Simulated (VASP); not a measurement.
Sn:

```
Sn
1.0
    -2.91964    2.91964    1.59380
     2.91964   -2.91964    1.59380
     2.91964    2.91964   -1.59380
Sn
2
Cartesian
  0.0000 0.0000 0.0000
  0.0000 2.9196 0.7969
```

* Program: VASP 6.6.1
* Task: relaxation of cell and atoms
* Functional: LDA
* Potentials or basis: VASP PAW LDA potentials, release 64 (Sn_d)
* Cutoff: 600 eV
* k mesh: 12 × 12 × 12
* Occupations: gaussian, width 0.03 eV
* Spin: no spin polarisation

At the start: pressure -2.0 GPa; volume 27.17 Å³/atom.

Where does the relaxation end?

Over 9 steps the energy falls by 6.7 meV/atom and the volume is 26.15 Å³/atom (-3.8 %); space group I4_1/amd (No. 141, to 0.05 Å).

The path:
| step | energy change (eV) | largest force (eV/Å) | pressure (GPa) | volume (Å³) |
| --- | --- | --- | --- | --- |
| 1 | 0.0000 | 0.0000 | -2.03 | 54.34 |
| 2 | -0.0113 | 0.0000 | 0.84 | 51.67 |
| 3 | -0.0130 | 0.0000 | 0.01 | 52.36 |
| 4 | -0.0130 | 0.0000 | 0.08 | 52.33 |
| 5 | -0.0133 | 0.0000 | 0.04 | 52.31 |
| 6 | -0.0134 | 0.0000 | 0.04 | 52.30 |
| 7 | -0.0133 | 0.0000 | 0.03 | 52.29 |
| 8 | -0.0134 | 0.0000 | 0.07 | 52.30 |
| 9 | -0.0134 | 0.0000 | 0.05 | 52.30 |

Final structure:
```
CELL_PARAMETERS angstrom
-2.88942 2.88942 1.56610
2.88942 -2.88942 1.56610
2.88942 2.88942 -1.56610
ATOMIC_POSITIONS crystal
Sn 0.00000 0.00000 0.00000
Sn 0.75000 0.25000 0.50000
```
